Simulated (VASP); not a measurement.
An input for Quantum ESPRESSO's pw.x (written as the equivalent of a VASP run, and not itself run):

```
&CONTROL
  calculation = 'vc-relax'
  pseudo_dir = './pseudo'
  outdir = './out'
  tprnfor = .true.
  tstress = .true.
  nstep = 60
  forc_conv_thr = 0.00078
/
&SYSTEM
  ibrav = 0
  nat = 4
  ntyp = 3
  ecutwfc = 84
  occupations = 'smearing'
  smearing = 'gaussian'
  degauss = 0.003675
  input_dft = 'pz'
/
&ELECTRONS
  conv_thr = 7.3e-08
  electron_maxstep = 100
/
&IONS
/
&CELL
/
ATOMIC_SPECIES
  Al 26.982 Al.upf
  Ga 69.723 Ga.upf
  Sb 121.760 Sb.upf
CELL_PARAMETERS angstrom
     2.1591065    1.2465605    6.9896407
    -2.1591065    1.2465605    6.9896407
     0.0000000   -2.4931210    6.9896407
ATOMIC_POSITIONS crystal
  Al   0.9997003  0.9997003  0.9997003
  Ga   0.4999645  0.4999645  0.4999645
  Sb   0.1255327  0.1255327  0.1255327
  Sb   0.6248196  0.6248196  0.6248196
K_POINTS automatic
  6 6 6 0 0 0
```

**Question.** Translate this input to VASP (INCAR, KPOINTS, POSCAR, choice of POTCAR).

**Answer.** Several could match; the one computed here: 
POSCAR:
```
AlGaSb2
1.0
  2.1591065294   1.2465605224   6.9896407267
 -2.1591065294   1.2465605224   6.9896407267
  0.0000000000  -2.4931210448   6.9896407267
Al Ga Sb
1 1 2
Cartesian
 -0.0000000000   0.0000000000  20.9626372007
  0.0000000000   0.0000000000  10.4837157958
 -0.0000000000  -0.0000000000   2.6322850231
 -0.0000000000   0.0000000000  13.1017933572
```

INCAR:
```
SYSTEM = AlGaSb2
PREC = Accurate
ENCUT = 400
EDIFF = 1E-6
NELM = 100
ALGO = Normal
LREAL = .FALSE.
LASPH = .TRUE.
ISMEAR = 0
SIGMA = 0.05
LMAXMIX = 4
LWAVE = .FALSE.
LCHARG = .FALSE.
IBRION = 2
ISIF = 3
NSW = 60
EDIFFG = -0.02
```

### KPOINTS
```
Automatic mesh
0
Gamma
6 6 6
0 0 0
```

POTCAR, in this order: Al Ga_d Sb (LDA.64 set). Program: vasp_std.

Limits of the translation: the potentials are each code's own (VASP's PAW set, PseudoDojo norm-conserving files in pw.x), so ENCUT and ecutwfc are chosen apart and not converted; conv_thr bounds pw.x's estimated SCF error, while EDIFF bounds the energy change between steps; forc_conv_thr acts on force components and is met together with etot_conv_thr.

The structure comes from a computed database's AlGaSb2 entry (R3m); how it stands against other phases isn't given here. This run relaxes it. Symmetry was kept, so distortions that lower it aren't found. The start is the result of an earlier pass.
